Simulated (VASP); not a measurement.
Data:

```
BaF2
1.0
    0.00000     3.04933     3.04933
    3.04933     0.00000     3.04933
    3.04933     3.04933     0.00000
Ba F
1 2
Direct
  0.00000   0.00000   0.00000
  0.25000   0.25000   0.25000
  0.75000   0.75000   0.75000
```

Calculation: r2SCAN meta-GGA, VASP's PBE PAW potentials (set 64) (plane waves; VASP). Run with 520 eV cut-off, 6×6×6 Γ-centred mesh, Gaussian smearing of 0.050 eV, potentials Ba_sv F.

Give the stress tensor in GPa (positive for a compressed cell).

```
4.49  0.00  0.00
0.00  4.49  0.00
0.00  0.00  4.49
```
The pressure is its mean diagonal, 4.49 GPa.

The compound is BaF2 in the fluorite structure. This cell is one point of a volume scan, at 0.94 of the reference volume.
